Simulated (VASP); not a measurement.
Data:

```yaml
crystal:
  lattice:
    - [4.67892, 0.00000, 0.00000]
    - [0.00000, 4.67892, 0.00000]
    - [0.00000, 0.00000, 5.89583]
  atoms:
    - { symbol: Au, position: [0.50000, 0.00000, 0.23680] }
    - { symbol: Au, position: [0.00000, 0.50000, 0.76320] }
    - { symbol: Br, position: [0.00000, 0.00000, 0.00000] }
    - { symbol: Br, position: [0.50000, 0.50000, 0.00000] }
```

Calculation: PBE GGA, VASP's PBE PAW potentials (set 64) (plane waves; VASP). Settings: EDIFF = 1E-3, 400 eV cut-off, 4×4×4 Γ-centred mesh, Gaussian smearing of 0.050 eV, potentials Au Br.

Unless said otherwise, spin-orbit coupling is left out, though it shifts the bands of the heavy elements here.

Q: Estimate the energy per atom (σ→0), pressure, largest force, band gap (on the k-mesh) with the smallest direct gap where there is one.

A: 
The band gap (on the k-mesh) comes out as none (metal, semimetal or under 0.01 eV), the energy per atom (σ→0) is -1.764 eV/atom and the pressure comes out as 4.45 GPa. The largest force comes out as 0.128 eV/Å.

Total energies compare only between runs with the same potentials, cut-off and functional.

The structure was generated: AuBr was put into the litharge type (P4/nmm), which need not be its known phase. The cell was not relaxed at this level. The k-mesh is coarse (spacing up to 0.34 per Å, 2π included), so the numbers may not be converged in it. The run is one of a series of settings (EDIFF = 1E-3 against the base run), some of them coarse on purpose.
